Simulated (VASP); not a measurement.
Computed with r2SCAN+rVV10, VASP's PBE PAW potentials (set 64) (plane waves; VASP).

The input files of a VASP run:

### INCAR
```
SYSTEM=MnF2
PREC=Accurate; ENCUT=520; LREAL=F
LASPH=T
EDIFF=1E-7; NELM=100; ALGO=Normal
LMAXMIX=4; LMIXTAU=T
ISMEAR=0; SIGMA=0.05
METAGGA=R2SCAN; LUSE_VDW=T; BPARAM=11.95
CPARAM=0.0093
MAGMOM=4.6 -4.6 -0.0 0.0 0.0 -0.0
ISPIN=2
IBRION=2; NSW=30; ISIF=4
EDIFFG=-0.01
LWAVE=F; LCHARG=F; LORBIT=10
```

File KPOINTS:
```
Automatic mesh
0
Gamma
5 5 7
0 0 0
```

POSCAR:
```
MnF2
1.0
  4.7967026361   0.0000000000   0.0000000000
  0.0000000000   4.7967026361   0.0000000000
  0.0000000000   0.0000000000   3.2580528889
Mn F
2 4
direct
  0.0000000000   0.0000000000   1.0000000000
  0.5000000000   0.5000000000   0.5000000000
  0.3040431909   0.3040431909   0.0000000000
  0.8040431909   0.1959568091   0.5000000000
  0.1959568091   0.8040431909   0.5000000000
  0.6959568091   0.6959568091   1.0000000000
```

POTCAR, in this order: Mn_pv F (PBE.64 set). Program: vasp_std.

The run wrote:

OUTCAR:
```
 ion  position               nearest neighbor table
   1  0.000  0.000  0.000-   3 2.06   6 2.06   5 2.10   4 2.10   4 2.10   5 2.10
   2  0.500  0.500  0.500-   4 2.06   5 2.06   3 2.10   6 2.10   3 2.10   6 2.10
   3  0.304  0.304  0.000-   1 2.06   2 2.10   2 2.10
   4  0.804  0.196  0.500-   2 2.06   1 2.10   1 2.10
   5  0.196  0.804  0.500-   2 2.06   1 2.10   1 2.10
   6  0.696  0.696  0.000-   1 2.06   2 2.10   2 2.10
  LATTYP: Found a simple tetragonal cell.
 ALAT       =     4.7967026361
 C/A-ratio  =     0.6792276145
 Subroutine PRICEL returns:
 Original cell was already a primitive cell.
 Subroutine GETGRP returns: Found 16 space group operations
The static configuration has the point symmetry D_2h.
 The point group associated with its full space group is D_4h.
The dynamic configuration has the point symmetry D_2h.
The overall configuration has the point symmetry D_2h.
 Subroutine INISYM returns: Found 16 space group operations
 Subroutine IBZKPT returns following result:
 Found     24 irreducible k-points:

 Following reciprocal coordinates:
            Coordinates               Weight
  0.000000  0.000000  0.000000      1.000000
  0.200000  0.000000  0.000000      4.000000
  0.400000  0.000000  0.000000      4.000000
  0.200000  0.200000  0.000000      4.000000
  0.400000  0.200000  0.000000      8.000000
  0.400000  0.400000  0.000000      4.000000
  0.000000  0.000000  0.142857      2.000000
  0.200000  0.000000  0.142857      8.000000
  0.400000  0.000000  0.142857      8.000000
  0.200000  0.200000  0.142857      8.000000
  0.400000  0.200000  0.142857     16.000000
  0.400000  0.400000  0.142857      8.000000
  0.000000  0.000000  0.285714      2.000000
  0.200000  0.000000  0.285714      8.000000
  0.400000  0.000000  0.285714      8.000000
  0.200000  0.200000  0.285714      8.000000
  0.400000  0.200000  0.285714     16.000000
...
```

OSZICAR:
```
       N       E                     dE             d eps       ncg     rms          rms(c)
DAV:   1     0.722291368296E+03    0.72229E+03   -0.31984E+04  3104   0.197E+03
DAV:   2     0.223233204472E+01   -0.72006E+03   -0.69865E+03  3440   0.574E+02
DAV:   3    -0.723679264790E+02   -0.74600E+02   -0.73952E+02  3608   0.195E+02
DAV:   4    -0.742901203635E+02   -0.19222E+01   -0.19047E+01  3592   0.319E+01
DAV:   5    -0.743218103357E+02   -0.31690E-01   -0.31686E-01  3488   0.462E+00    0.206E+01
DAV:   6    -0.612670436920E+02    0.13055E+02   -0.20598E+01  3952   0.406E+01    0.188E+01
DAV:   7    -0.564387260889E+02    0.48283E+01   -0.29975E+00  3488   0.150E+01    0.126E+01
DAV:   8    -0.609586211314E+02   -0.45199E+01   -0.25926E+00  3512   0.133E+01    0.514E+00
DAV:   9    -0.571290800551E+02    0.38295E+01   -0.14546E+00  3464   0.804E+00    0.265E+00
DAV:  10    -0.575976232054E+02   -0.46854E+00   -0.46708E-01  3200   0.542E+00    0.398E-01
DAV:  11    -0.576194218827E+02   -0.21799E-01   -0.19151E-02  3520   0.122E+00    0.133E-01
DAV:  12    -0.576117408988E+02    0.76810E-02   -0.48028E-03  3176   0.624E-01    0.811E-02
DAV:  13    -0.576215473998E+02   -0.98065E-02   -0.50993E-03  3120   0.608E-01    0.440E-02
DAV:  14    -0.576217350994E+02   -0.18770E-03   -0.13975E-04  3736   0.128E-01    0.114E-02
DAV:  15    -0.576218777756E+02   -0.14268E-03   -0.77504E-05  3104   0.713E-02    0.738E-03
DAV:  16    -0.576218734148E+02    0.43608E-05   -0.53278E-06  3448   0.205E-02    0.333E-03
DAV:  17    -0.576218750872E+02   -0.16724E-05   -0.85420E-07  3472   0.844E-03    0.215E-03
DAV:  18    -0.576218745749E+02    0.51235E-06   -0.23518E-07  2672   0.478E-03    0.343E-04
DAV:  19    -0.576218754628E+02   -0.88791E-06   -0.55885E-08  2168   0.213E-03    0.394E-04
DAV:  20    -0.576218753936E+02    0.69188E-07   -0.54115E-09  1856   0.758E-04
   1 F= -.57621875E+02 E0= -.57621875E+02  d E =-.576219E+02  mag=    -0.0000
       N       E                     dE             d eps       ncg     rms          rms(c)
DAV:   1    -0.576250129088E+02   -0.31374E-02   -0.43268E-01  3072   0.504E+00    0.468E-01
DAV:   2    -0.576235061761E+02    0.15067E-02   -0.11800E-02  3600   0.857E-01    0.286E-01
DAV:   3    -0.576229772842E+02    0.52889E-03   -0.12845E-03  3712   0.333E-01    0.154E-01
DAV:   4    -0.576231089529E+02   -0.13167E-03   -0.45165E-04  3600   0.172E-01    0.510E-02
DAV:   5    -0.576231128845E+02   -0.39316E-05   -0.41899E-05  3208   0.583E-02    0.329E-02
DAV:   6    -0.576231205166E+02   -0.76321E-05   -0.12807E-05  3488   0.291E-02    0.131E-02
DAV:   7    -0.576231135402E+02    0.69764E-05   -0.17078E-06  3584   0.115E-02    0.211E-03
DAV:   8    -0.576231135069E+02    0.33226E-07   -0.36742E-07  2792   0.512E-03
   2 F= -.57623114E+02 E0= -.57623114E+02  d E =-.123811E-02  mag=     0.0000
       N       E                     dE             d eps       ncg     rms          rms(c)
DAV:   1    -0.576239737188E+02   -0.86018E-03   -0.13646E-01  3072   0.283E+00    0.262E-01
DAV:   2    -0.576234979592E+02    0.47576E-03   -0.37160E-03  3584   0.482E-01    0.161E-01
DAV:   3    -0.576233456743E+02    0.15228E-03   -0.40553E-04  3736   0.187E-01    0.866E-02
DAV:   4    -0.576233882231E+02   -0.42549E-04   -0.14249E-04  3592   0.966E-02    0.286E-02
DAV:   5    -0.576233852963E+02    0.29268E-05   -0.13189E-05  3200   0.326E-02    0.184E-02
DAV:   6    -0.576233890055E+02   -0.37093E-05   -0.40301E-06  3480   0.163E-02    0.728E-03
DAV:   7    -0.576233843119E+02    0.46937E-05   -0.53565E-07  3592   0.644E-03    0.118E-03
DAV:   8    -0.576233842860E+02    0.25878E-07   -0.10601E-07  1976   0.283E-03
   3 F= -.57623384E+02 E0= -.57623384E+02  d E =-.150889E-02  mag=     0.0000
       N       E                     dE             d eps       ncg     rms          rms(c)
DAV:   1    -0.576234605843E+02   -0.76272E-04   -0.17260E-02  3072   0.101E+00    0.934E-02
DAV:   2    -0.576233984781E+02    0.62106E-04   -0.46965E-04  3560   0.171E-01    0.571E-02
DAV:   3    -0.576233878379E+02    0.10640E-04   -0.51255E-05  3688   0.667E-02    0.308E-02
DAV:   4    -0.576233934839E+02   -0.56460E-05   -0.18150E-05  3616   0.344E-02    0.102E-02
DAV:   5    -0.576233908530E+02    0.26309E-05   -0.16557E-06  3200   0.116E-02    0.653E-03
DAV:   6    -0.576233920299E+02   -0.11769E-05   -0.51814E-07  3208   0.587E-03    0.258E-03
DAV:   7    -0.576233900662E+02    0.19637E-05   -0.65771E-08  2256   0.236E-03    0.421E-04
DAV:   8    -0.576233900654E+02    0.76125E-09   -0.19908E-08  1680   0.120E-03
   4 F= -.57623390E+02 E0= -.57623390E+02  d E =-.151467E-02  mag=     0.0000
       N       E                     dE             d eps       ncg     rms          rms(c)
DAV:   1    -0.576234898227E+02   -0.99756E-04   -0.16639E-02  3104   0.988E-01    0.733E-02
DAV:   2    -0.576234421548E+02    0.47668E-04   -0.35147E-04  3184   0.146E-01    0.446E-02
DAV:   3    -0.576234344137E+02    0.77411E-05   -0.41352E-05  3488   0.643E-02    0.220E-02
DAV:   4    -0.576234423310E+02   -0.79174E-05   -0.16363E-05  3248   0.362E-02    0.760E-03
DAV:   5    -0.576234393707E+02    0.29603E-05   -0.23165E-06  3200   0.139E-02    0.544E-03
DAV:   6    -0.576234406185E+02   -0.12477E-05   -0.26347E-07  2784   0.399E-03    0.288E-03
DAV:   7    -0.576234384045E+02    0.22139E-05   -0.38062E-08  1800   0.181E-03    0.508E-04
DAV:   8    -0.576234384013E+02    0.32423E-08   -0.28110E-08  1720   0.143E-03
   5 F= -.57623438E+02 E0= -.57623438E+02  d E =-.483359E-04  mag=     0.0000
```

**OUTCAR**
```
------------------------ aborting loop because EDIFF is reached ----------------------------------------
  FORCE on cell =-STRESS in cart. coord.  units (eV):
  Direction    XX          YY          ZZ          XY          YZ          ZX
  --------------------------------------------------------------------------------------
  Total        1.4633057      1.4633057      1.5041681     -0.0000000      0.0000000      0.0000000
  in kB       31.2753319     31.2753319     32.1486870     -0.0000000      0.0000000      0.0000000
  external PRESSURE =      31.5664502 kB  Pullay stress =       0.0000000 kB
  volume of cell :       74.96
      direct lattice vectors                 reciprocal lattice vectors
     4.785475796  0.000000000  0.000000000     0.208965637  0.000000000  0.000000000
    -0.000000000  4.785475796  0.000000000    -0.000000000  0.208965637  0.000000000
     0.000000000  0.000000000  3.273357759     0.000000000  0.000000000  0.305496702
 POSITION                                       TOTAL-FORCE (eV/Angst)
 -----------------------------------------------------------------------------------
      0.00000      0.00000      0.00000        -0.000000      0.000000      0.000000
      2.39274      2.39274      1.63668        -0.000000      0.000000      0.000000
      1.45210      1.45210      0.00000         0.006473      0.006473      0.000000
      3.84484      0.94064      1.63668         0.006473     -0.006473      0.000000
      0.94064      3.84484      1.63668        -0.006473      0.006473      0.000000
      3.33338      3.33338      0.00000        -0.006473     -0.006473      0.000000
 -----------------------------------------------------------------------------------
    total drift:                                0.000000      0.000000      0.000000
  FREE ENERGIE OF THE ION-ELECTRON SYSTEM (eV)
  ---------------------------------------------------
  free  energy   TOTEN  =       -57.6234384013 eV

  energy  without entropy=      -57.6234384013  energy(sigma->0) =      -57.62343840

 total charge

# of ion       s       p       d       tot
------------------------------------------
    1        0.171   6.150   4.969  11.290
    2        0.171   6.150   4.969  11.290
    3        1.739   4.403   0.000   6.141
    4        1.739   4.403   0.000   6.141
    5        1.739   4.403   0.000   6.141
    6        1.739   4.403   0.000   6.141
--------------------------------------------------
tot          7.297  29.911   9.937  47.144

 magnetization (x)

# of ion       s       p       d       tot
------------------------------------------
    1        0.014   0.015   4.560   4.589
    2       -0.014  -0.015  -4.560  -4.589
    3       -0.003  -0.023   0.000  -0.026
    4        0.003   0.023   0.000   0.026
    5        0.003   0.023   0.000   0.026
    6       -0.003  -0.023   0.000  -0.026
--------------------------------------------------
tot          0.000   0.000   0.000   0.000

 reached required accuracy - stopping structural energy minimisation
```
(Selected blocks of OUTCAR.)

File CONTCAR:
```
MnF2
   1.00000000000000
     4.7854757964749624    0.0000000000000000    0.0000000000000000
    -0.0000000000000000    4.7854757964749624    0.0000000000000000
     0.0000000000000000    0.0000000000000000    3.2733577592338867
  Mn              F
     2     4
Direct
     0.0000000000000000    0.0000000000000000    0.0000000000000000
     0.5000000000000000    0.5000000000000000    0.5000000000000000
     0.3034387649373744    0.3034387649373744    0.0000000000000000
     0.8034387649373744    0.1965612350626256    0.5000000000000000
     0.1965612350626256    0.8034387649373744    0.5000000000000000
     0.6965612350626256    0.6965612350626256    0.0000000000000000
```

The compound is MnF2 in the rutile structure. This cell is one point of a volume scan, at 0.97 of the reference volume. Symmetry was kept, so distortions that lower it aren't found.
